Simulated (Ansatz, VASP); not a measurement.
## Cross-check of P between VASP and Ansatz

Wanted: the spread between two codes on one cell, functional and k mesh. The cell is taken from a series of runs on this material, whose earlier steps may have relaxed, scaled, displaced or heated it; both programs get it as it stands. Other levels of theory on this material are compared in a session of their own.

Main program and level: Ansatz 0.2.0; plane waves, with VASP 6.6.1 beside it; relaxation of cell and atoms at PBEsol with D3(BJ).

**1. The structure**

Symmetry: Cmce, No. 64, orthorhombic system. The conventional cell has a = 3.344 Å, b = 9.906 Å, c = 3.827 Å, α = 90.00°, β = 90.00°, γ = 90.00°. Nearest to P lie 3 P at 2.23 to 2.25 Å.

**2. VASP: relaxation of cell and atoms, PBEsol with D3(BJ)**

The relaxed volume is the usual yardstick between codes: in a stiff, nearly cubic crystal its relative difference is about their pressure difference at one cell divided by the bulk modulus.

Lines of VASP's logs that name or quote its potential files are left out, and so is its time.

INCAR reads:

```
SYSTEM = P
PREC = Accurate
ENCUT = 500
EDIFF = 1E-07
NELM = 120
ISMEAR = 0
SIGMA = 0.01
LREAL = .FALSE.
ALGO = Normal
GGA = PS
IVDW = 12
NBANDS = 16
LORBIT = 11
LWAVE = .FALSE.
LCHARG = .FALSE.
ISIF = 3
IBRION = 2
NSW = 80
EDIFFG = -0.005
LASPH = .TRUE.
GGA_COMPAT = .FALSE.
NELMIN = 4
KPAR = 2
```

POSCAR reads:

```
P
1.0
    1.6721740000     -4.9530260000      0.0000000000
    1.6721740000      4.9530260000      0.0000000000
    0.0000000000      0.0000000000      3.8274010000
P
4
Direct
    0.8887636568      0.1112363432      0.0565420242
    0.6112363432      0.3887636568      0.5565421548
    0.1112363432      0.8887636568      0.9434577145
    0.3887636568      0.6112363432      0.4434578452
```

KPOINTS reads:

```
Automatic mesh
0
Gamma
12 12 10
0 0 0
```

PAW data sets: P (PBE family, release 64).

Started as:

```
$ mpirun -np 2 vasp_std
```

Numbers of over 12 decimals in the logs are rounded to 6 here.

Log:

```text
[banner, memory and clock lines left out]
running    2 mpi-ranks, on    1 nodes
 distrk:  each k-point on    1 cores,    2 groups
 distr:  one band on    1 cores,    1 groups

 POSCAR found type information on POSCAR P
 POSCAR found :  1 types and       4 ions
|                                                                             |
|               ----> ADVICE to this user running VASP <----                  |
|                                                                             |
|     You enforced a specific xc type in the INCAR file but a different       |
|     [... a line on the potential file left out ...]
|     I HOPE YOU KNOW WHAT YOU ARE DOING!                                     |
|                                                                             |

 LDA part: xc-table for (Slater+PW92), standard interpolation
 POSCAR, INCAR and KPOINTS ok, starting setup
 FFT: planning ... GRIDC
 FFT: planning ... GRID_SOFT
 FFT: planning ... GRID
 WAVECAR not read
 entering main loop
       N       E                     dE             d eps       ncg     rms          rms(c)
DAV:   1     0.520157588155E+02    0.52016E+02   -0.84733E+03  8256   0.105E+03
DAV:   2    -0.202132820169E+02   -0.72229E+02   -0.70040E+02 11288   0.160E+02
DAV:   3    -0.230827000239E+02   -0.28694E+01   -0.28428E+01 11176   0.333E+01
DAV:   4    -0.231069362685E+02   -0.24236E-01   -0.24227E-01 10376   0.371E+00
DAV:   5    -0.231072693610E+02   -0.33309E-03   -0.33308E-03 11232   0.396E-01    0.104E+01
DAV:   6    -0.230004155837E+02    0.10685E+00   -0.58130E-02 10040   0.146E+00    0.609E+00
DAV:   7    -0.229550859416E+02    0.45330E-01   -0.86530E-02 10968   0.177E+00    0.290E-01
DAV:   8    -0.229545923103E+02    0.49363E-03   -0.10231E-02  9760   0.663E-01    0.201E-01
DAV:   9    -0.229545646417E+02    0.27669E-04   -0.51442E-04 11392   0.138E-01    0.988E-02
DAV:  10    -0.229545476815E+02    0.16960E-04   -0.59347E-05 10528   0.441E-02    0.438E-02
DAV:  11    -0.229545488758E+02   -0.11943E-05   -0.97060E-06 11168   0.207E-02    0.693E-03
DAV:  12    -0.229545489844E+02   -0.10856E-06   -0.48896E-07  9864   0.441E-03    0.412E-03
DAV:  13    -0.229545489322E+02    0.52176E-07   -0.62141E-08  5432   0.170E-03
   1 F= -.24379967E+02 E0= -.24379956E+02  d E =-.243800E+02
[...]
2 F= -.24380247E+02 E0= -.24380235E+02  d E =-.279989E-03
[...]
3 F= -.24380255E+02 E0= -.24380244E+02  d E =-.288307E-03
[...]
4 F= -.24380345E+02 E0= -.24380338E+02  d E =-.902453E-04
[...]
5 F= -.24380345E+02 E0= -.24380338E+02  d E =-.904250E-04
[...]
6 F= -.24380358E+02 E0= -.24380350E+02  d E =-.130977E-04
[...]
7 F= -.24380359E+02 E0= -.24380351E+02  d E =-.136422E-04
 curvature:  -0.69 expect dE=-0.114E-04 dE for cont linesearch -0.626E-09
 trial: gam= 0.72464 g(F)=  0.144E-05 g(S)=  0.150E-04 ort = 0.152E-06 (trialstep = 0.871E+00)
 search vector abs. value=  0.301E-04
 bond charge predicted
       N       E                     dE             d eps       ncg     rms          rms(c)
DAV:   1    -0.229577747576E+02   -0.35625E-03   -0.83793E-04  8320   0.151E-01    0.198E-02
DAV:   2    -0.229577685553E+02    0.62023E-05   -0.43156E-05 11560   0.432E-02    0.947E-03
DAV:   3    -0.229577644639E+02    0.40914E-05   -0.67295E-06 10160   0.153E-02    0.344E-03
DAV:   4    -0.229577642103E+02    0.25356E-06   -0.14050E-06 11312   0.699E-03    0.169E-03
DAV:   5    -0.229577641413E+02    0.68971E-07   -0.56759E-08  5040   0.156E-03
   8 F= -.24380370E+02 E0= -.24380359E+02  d E =-.107261E-04
 trial-energy change:   -0.000011  1 .order   -0.000011   -0.000014   -0.000007
 step:   1.7720(harm=  1.7720)  dis= 0.00056  next Energy=   -24.380374 (dE=-0.147E-04)
 reached required accuracy - stopping structural energy minimisation
```

From OUTCAR (step 2):

```text
ion  position               nearest neighbor table
   1  0.889  0.111  0.057-   4 2.23   4 2.23   3 2.25   4 2.88   4 2.88
   2  0.611  0.389  0.557-   3 2.23   3 2.23   4 2.25   3 2.88   3 2.88
   3  0.111  0.889  0.943-   2 2.23   2 2.23   1 2.25   2 2.88   2 2.88
   4  0.389  0.611  0.443-   1 2.23   1 2.23   2 2.25   1 2.88   1 2.88

  LATTYP: Found a base centered orthorhombic cell.
 ALAT       =     3.3443480000
 B/A-ratio  =     2.9620278751
 C/A-ratio  =     1.1444386170

 Subroutine GETGRP returns: Found  8 space group operations
 (whereof  4 operations were pure point group operations)

The static configuration has the point symmetry C_2h.
 The point group associated with its full space group is D_2h.

 Found    258 irreducible k-points:

   k-points           NKPTS =    258   k-points in BZ     NKDIM =    258   number of bands    NBANDS=     16

   dimension x,y,z NGX =    40 NGY =   40 NGZ =   28
   dimension x,y,z NGXF=    80 NGYF=   80 NGZF=   56

   ENCUT  =  500.0 eV  36.75 Ry    6.06 a.u.   9.53  9.53  6.98*2*pi/ulx,y,z

   NELECT =      20.0000    total number of electrons

 k-points in reciprocal lattice and weights: Automatic mesh
   0.00000000  0.00000000  0.00000000       0.001
   0.08333333 -0.00000000  0.00000000       0.003
   0.16666667 -0.00000000  0.00000000       0.003
   0.25000000 -0.00000000  0.00000000       0.003
   0.33333333  0.00000000  0.00000000       0.003
   0.41666667 -0.00000000  0.00000000       0.003
   0.50000000 -0.00000000  0.00000000       0.001
   0.08333333  0.08333333  0.00000000       0.001
   0.16666667  0.08333333  0.00000000       0.003
[...]
-0.41666667  0.41666667  0.50000000       0.001
   0.50000000  0.50000000  0.50000000       0.001

 Edisp (eV)   -1.42294

 average (electrostatic) potential at core
       1 -80.7716       2 -80.7716       3 -80.7716       4 -80.7716

 E-fermi :   8.6058

 k-point     1 :       0.0000    0.0000    0.0000
  band No.  band energies     occupation
    ...
      6       4.1575      2.00000
      7       5.0585      2.00000
      8       5.5132      2.00000
      9       5.8181      2.00000
     10       7.4103      2.00000
     11       9.8654      0.00000
     12      10.3421      0.00000
     13      10.4019      0.00000
     14      12.8052      0.00000
     15      14.4815      0.00000
    ...

 k-point     2 :       0.0833   -0.0000    0.0000
  band No.  band energies     occupation
    ...
      6       3.8588      2.00000
      7       4.0855      2.00000
      8       5.8550      2.00000
      9       6.1325      2.00000
     10       7.5952      2.00000
     11      10.2977      0.00000
     12      10.4265      0.00000
     13      10.9590      0.00000
     14      12.3258      0.00000
     15      13.6295      0.00000
    ...

 k-point     3 :       0.1667   -0.0000    0.0000
  band No.  band energies     occupation
    ...
      6       3.4737      2.00000
      7       3.6287      2.00000
      8       5.9635      2.00000
      9       6.4645      2.00000
     10       7.8372      2.00000
     11      10.6303      0.00000
     12      11.3289      0.00000
     13      11.4947      0.00000
     14      11.8084      0.00000
     15      12.5772      0.00000
    ...

 Edisp (eV)   -1.42261

  Total      -0.00753     0.01587     0.00316     0.00000     0.00000     0.00000
  in kB      -0.18987     0.40036     0.07964     0.00000     0.00000     0.00000
  external pressure =        0.10 kB  Pullay stress =        0.00 kB

  energy-cutoff  :      500.00
  volume of cell :       63.52
      direct lattice vectors                 reciprocal lattice vectors
     1.674598931 -4.958895606  0.000000000     0.298578956 -0.100828902 -0.000000000
     1.674598931  4.958895606 -0.000000000     0.298578956  0.100828902  0.000000000
     0.000000000 -0.000000000  3.824440941     0.000000000  0.000000000  0.261476126

 POSITION                                       TOTAL-FORCE (eV/Angst)
 -----------------------------------------------------------------------------------
      1.67460     -3.85852      0.21813         0.000000      0.000707      0.001664
      1.67460     -1.10037      2.13036         0.000000     -0.000707      0.001664
      1.67460      3.85852      3.60631         0.000000     -0.000707     -0.001664
      1.67460      1.10037      1.69409         0.000000      0.000707     -0.001664
 -----------------------------------------------------------------------------------
    total drift:                               -0.000000      0.000005      0.000000

  FREE ENERGIE OF THE ION-ELECTRON SYSTEM (eV)
  ---------------------------------------------------
  free  energy   TOTEN  =       -24.3803697192 eV

  energy  without entropy=      -24.3803486213  energy(sigma->0) =      -24.38035917

 reached required accuracy - stopping structural energy minimisation

 total charge
# of ion       s       p       d       tot
------------------------------------------
    1        1.084   1.360   0.000   2.445
    2        1.084   1.360   0.000   2.445
    3        1.084   1.360   0.000   2.445
    4        1.084   1.360   0.000   2.445
--------------------------------------------------
tot          4.338   5.442   0.000   9.779

[... 3 further parts left out ...]
```

CONTCAR:

```
P
   1.00000000000000
     1.6745989305035553   -4.9588956057905937    0.0000000000000000
     1.6745989305035553    4.9588956057905937   -0.0000000000000000
     0.0000000000000000   -0.0000000000000000    3.8244409413657396
  P
     4
Direct
     0.8890505739997723    0.1109494260002278    0.0570369624021999
     0.6109494260002277    0.3890505739997721    0.5570370930022001
     0.1109494260002278    0.8890505739997723    0.9429627762977980
     0.3890505739997721    0.6109494260002277    0.4429629069977999
```

The run keeps the 8 symmetry operations of its start, so it cannot find a distortion of lower symmetry.

**3. Ansatz: relaxation of cell and atoms, PBEsol with D3(BJ)**

Ansatz runs on its PAW soft_1 files.

The same cell, functional, mesh and smearing now go to Ansatz, which takes its cutoff from its data sets.

input.yaml reads:

```yaml
crystal:
  lattice:
    - [1.6721744609, -4.9530262556, 0.0]
    - [1.6721744609, 4.9530262556, 0.0]
    - [0.0, 0.0, 3.8274006332]
  atoms:
    - { symbol: P, position: [0.8887636753, 0.1112363247, 0.0565420837] }
    - { symbol: P, position: [0.6112363247, 0.3887636753, 0.5565420837] }
    - { symbol: P, position: [0.1112363247, 0.8887636753, 0.9434579163] }
    - { symbol: P, position: [0.3887636753, 0.6112363247, 0.4434579163] }
kpoints:
  mp_grid: { grid: [12, 12, 10] }
hamiltonian:
  xc: pbesol
  dispersion: d3bj
  pseudopotentials: { kind: paw, azcp: { folder: soft_1 }, xc_functional: pbe }
scf:
  occupations: { method: gaussian, width: 0.01 }
output:
  forces: true
  stress: true
  eigenvalues: true
relax:
  adjacent_minimum: "off"
  f_tol: 0.005
  max_steps: 80
  cell: { stress_tol: 0.05 }
```

Started as:

```
$ ansatz run input.yaml --threads 4 --pin off --max-ram 16384MiB --backend cpu --events-out ev --progress --plain --runs-dir out
```

Log:

```text
Engine: ansatz 0.2.0, x86_64-unknown-linux-gnu
Pseudopotentials: kind: paw
Pseudopotential: P, paw, valence charge 5, recommended cutoff 420 eV (normal), soft_1/P.paw.azcp
Functional definition: PBEsol
  exchange = pbesol_x
  correlation = pbesol_c
Crystal: 4 atoms, lattice volume = 63.400 Å³
Basis set: ecut = 420 eV, 1245 PW (Γ), exchange–correlation on 72×72×54 points (8 copies of the dense FFT grid, shifted against one another)
Bands: 14, of which v1, the nominal top of the filled ones, is band 10 counted from 1 (9 counted from 0)
Symmetry: 8 space group operations
Space group: Cmce (ITA 64), of the structure as read, at distance tolerance 4.0e-5 Å
k-points: 258 of 1440
Non-local potential: P, projectors of the file, l = 0: 2, l = 1: 2, l = 2: 1
PAW form: soft (Blöchl's): semilocal exchange-correlation on the pseudo side does not see the compensation charge
PAW frozen core: P, regenerated for the run's functional, and the local potential with it (the file was generated under x = pbe(κ = 0.804, μ = 0.219515), c = pbe(β = 0.066725))
PAW one-centre angular grid: P, 110 points (default); XC on 64 Gauss nodes
Initial density: superposition of atomic densities (chi_scale 0.1, normalization cell)
Initial wavefunctions: pseudopotential atomic-orbital guess
Functional: x = pbesol(κ = 0.804, μ = 0.123457), c = pbesol(β = 0.046)
SCF iter   1: F=—  HF=-2961.648828 eV  |F-HF|=—  |Δ(HF+E_count)|=         —  Δρ=3.87e-2  dr2=5.64e-1  ethr=3.10e-3  ⟨swp⟩=8.0  Hψ=28728  notcnv=0
preconditioner: auto → Kerker (q_TF=auto, 2.251 Å⁻¹)  [metal: Δε(μ)=0.006 eV  Ē_g=9.276 eV  σ=0.010 eV  W_gap=0.33  n_scr=12 (ndim 8)  ℏωp=20.9 eV  f_vac=0.000  D(μ)=1.16/eV (n_scr^D=4)]
SCF iter   2: F=—  HF=-2961.544956 eV  |F-HF|=—  |Δ(HF+E_count)|=   1.04e-1  Δρ=2.29e-2  dr2=2.07e-1  ethr=2.82e-3  ⟨swp⟩=1.0  Hψ=5680  notcnv=0
preconditioner: auto → none  [insulator: Δε(μ)=0.015 eV  Ē_g=9.255 eV  σ=0.010 eV  W_gap=0.70  n_scr=12 (ndim 8)  ℏωp=20.9 eV  f_vac=0.000  D(μ)=0.51/eV (n_scr^D=0)  ε∞_Penn≈6.1]
SCF iter   3: F=—  HF=-2961.487579 eV  |F-HF|=—  |Δ(HF+E_count)|=   5.74e-2  Δρ=1.35e-3  dr2=1.08e-3  ethr=1.03e-3  ⟨swp⟩=3.0  Hψ=6697  notcnv=0
SCF iter   4: F=—  HF=-2961.487718 eV  |F-HF|=—  |Δ(HF+E_count)|=   1.39e-4  Δρ=7.19e-4  dr2=1.22e-3  ethr=5.42e-6  ⟨swp⟩=3.5  Hψ=8955  notcnv=0  defer=8
SCF iter   5: F=—  HF=-2961.487373 eV  |F-HF|=—  |Δ(HF+E_count)|=   3.45e-4  Δρ=1.63e-4  dr2=3.19e-5  ethr=5.42e-6  ⟨swp⟩=2.5  Hψ=6536  notcnv=0  defer=8
SCF iter   6: F=—  HF=-2961.487365 eV  |F-HF|=—  |Δ(HF+E_count)|=   8.02e-6  Δρ=4.11e-5  dr2=1.46e-6  ethr=1.60e-7  ⟨swp⟩=2.1  Hψ=5723  notcnv=0  defer=8
SCF iter   7: F=-2961.487364 eV  HF=-2961.487364 eV  |F-HF|=9.09e-9  |Δ(HF+E_count)|=   2.43e-7  Δρ=6.97e-6  dr2=1.33e-8  ethr=5.00e-10  ⟨swp⟩=5.6  Hψ=22364  notcnv=0
SCF 1 converged in 7 iterations: F = -2961.487364 eV  dr2 = 1.33e-8
  greatest PAW one-centre occupation: 0.806 electrons in one spin orbital (limit 2), on the P atom at site 3 (counted from 0), in its partial waves of l = 0
relax step   1: F+E_penalty+E_count = -2961.48736437 eV  Δ(F+E_penalty+E_count) = +0.000e0 eV  max|allowed force component| = 1.010e-2 eV/Å  Δτ_max = 0.0000 Å  P = -0.013 GPa  Ω = 63.400 Å³  (7 SCF iters, dr2 threshold 1.00e-7 eV, accepted)
[...]
relax step   4: F+E_penalty+E_count = -2961.48780329 eV  Δ(F+E_penalty+E_count) = -2.250e-5 eV  max|allowed force component| = 2.026e-2 eV/Å  Δτ_max = 0.0033 Å  P = -0.143 GPa  Ω = 63.354 Å³  energy of the carried Pulay correction = +3.707e-6 eV  (6 SCF iters, dr2 threshold 2.30e-8 eV, accepted)
[...]
relax step   5: F+E_penalty+E_count = -2961.48793652 eV  Δ(F+E_penalty+E_count) = -1.332e-4 eV  max|allowed force component| = 1.701e-3 eV/Å  Δτ_max = 0.0016 Å  P = +0.011 GPa  Ω = 63.225 Å³  energy of the carried Pulay correction = +1.429e-5 eV  (6 SCF iters, dr2 threshold 1.70e-7 eV, accepted)
[...]
relax step   6: F+E_penalty+E_count = -2961.48792776 eV  Δ(F+E_penalty+E_count) = +8.764e-6 eV  max|allowed force component| = 1.705e-3 eV/Å  Δτ_max = 0.0000 Å  P = +0.010 GPa  Ω = 63.225 Å³  stress off target by 2.14e-2 GPa  SCF on the basis re-selected at this cell (its energy is not comparable with the rows above)  (8 SCF iters)
basis re-selected at this cell: Δ(F+E_penalty+E_count) = +8.764e-6 eV, ΔP = -0.000 GPa vs the last step (what re-selecting the basis moved, of the pressure what is left beyond the Pulay correction that the steps carried, after the strain that the cell walked since its last selection, with what the two solves' SCF thresholds leave and, on support functions, any second-order correction that the steps lacked; it is no m [...]
SCF converged after 8 iterations
Free energy (F): -2961.487928 eV
Harris-Foulkes:  -2961.487928 eV  (|F-HF|=2.27e-12)
Internal energy: -2961.487928 eV  (E = F + TS)
E sigma→0 (E₀):  -2961.487928 eV
Entropy (-TS):   -0.000000 eV (-0.000 meV/atom)
Fermi energy:    9.884458 eV
--- Per-component energies (eV) ---
  E_band       = 60.310890
  E_kinetic    = 277.848976
  E_local      = -149.627020  (includes V_loc(G=0)·N_el)
  E_nonlocal   = 130.561962
  E_hartree    = 39.519481
  E_xc         = -290.539821
  E_vxc        = -246.827820  (∫ρ·V_xc dr)
  E_paw        = -2172.661985  (= ΣΔE_a)
  E_vpaw       = -30.684168  (= ΣTr[D̂ρ^β])
  E_aug_tail   = -0.000001  (compensation charges beyond the density's cutoff)
  E_ewald      = -795.344207
  E_disp       = -1.429698  (pairwise vdW)
  E_core_change = 0.184385  (= ΣΔE_core)
  E_smearing   = -0.000000  (= −TS)
  E_closure    = 0.000000  (closes the sum)
  Σ components = -2961.487928   (vs F -2961.487928, Δ=0.00e0)
--- Forces (eV/Å), atoms counted from 1 ---
  atom   1  P      0.00000000     0.00170485    -0.00059080
  atom   2  P      0.00000000    -0.00170485    -0.00059080
  atom   3  P      0.00000000    -0.00170485     0.00059080
  atom   4  P      0.00000000     0.00170485     0.00059080
  max |Σ_I F_I| component: 0.00e0 eV/Å
--- Stress (GPa, compression-positive) ---
        0.000579       0.000000       0.000000
        0.000000       0.021354       0.000000
        0.000000       0.000000       0.008706
  P = ⅓ Tr σ = 0.0102 GPa (0.102 kbar)
--- Band table (eV; the first three rows and the last of 258) ---
  k-point 0: bands = [... 6 lower, 6.3932, 6.7794, 7.1077, 8.7379, 11.1581, 11.6772, 11.6957, 14.1457]
  k-point 1: bands = [... 6 lower, 5.5038, 6.8246, 8.0071, 8.4092, 10.9858, 11.7801, 12.3334, 13.5150]
  k-point 2: bands = [... 6 lower, 5.7580, 6.9412, 7.7377, 8.9913, 11.3154, 11.7614, 12.4562, 13.1646]
  k-point 257: bands = [... 6 lower, 7.5585, 7.5585, 8.9966, 8.9966, 10.8401, 10.8401, 11.9580, 11.9580]
--- Relaxed structure (5 steps of the walk, 5 accepted, 1 SCFs on fresh bases) ---
  F+E_penalty+E_count = -2961.48792776 eV   max|allowed force component| = 1.705e-3 eV/Å   (the final SCF, on the basis selected at the relaxed cell)
  cell:  # Å, volume = 63.2251 Å³
    - [1.675284, -4.960873, 0.0]
    - [1.675284, 4.960873, 0.0]
    - [0.0, 0.0, 3.803757]
  atoms:
    - { symbol: P, position: [0.888831, 0.111169, 0.055640] }
    - { symbol: P, position: [0.611169, 0.388831, 0.555640] }
    - { symbol: P, position: [0.111169, 0.888831, 0.944360] }
    - { symbol: P, position: [0.388831, 0.611169, 0.444360] }
```

**4. Differences**

Known differences besides the potentials themselves: the cutoff is 420 eV in Ansatz and 500 eV in VASP; Ansatz makes its cores anew for this functional, VASP keeps those of its PBE data sets; Ansatz adds a Pulay correction to the stress that steers its cell, VASP none. Total energies have different zeros and are not compared.

Compared:

```tsv
quantity	Ansatz	VASP	difference
volume (Å³)	63.23	63.52	-0.46 %
edge a after relaxation, in the typed setting (Å)	5.236	5.234	+0.04 %
edge c after relaxation, in the typed setting (Å)	3.804	3.824	-0.54 %
```

**5. Outcome**

```
difference in edge c after relaxation, in the typed setting (relaxation of cell and atoms, PBEsol with D3(BJ)) : -0.54 %
```

In words: The difference in edge c after relaxation, in the typed setting is -0.54 % (relaxation of cell and atoms, PBEsol with D3(BJ)), within the 1.2 % picked in this series as the mark of a large difference, as far as the stopping tolerances let one tell. 13 further runs of this series are not shown here. How closely two codes agree says nothing of how well the functional describes the real material.

[Lines on the potential files, build, host, timing and source positions are cut from VASP's logs without a mark.]

[Logs are printed without paths, hosts, clocks, repeated set-up lines and the standing remarks that a program may print on its own settings, such as how far it seeks lower states.]

[Hosts, paths, dates, database ids (printed as entryN), source tags and the programs' standing remarks are cut or masked in the printed files.]
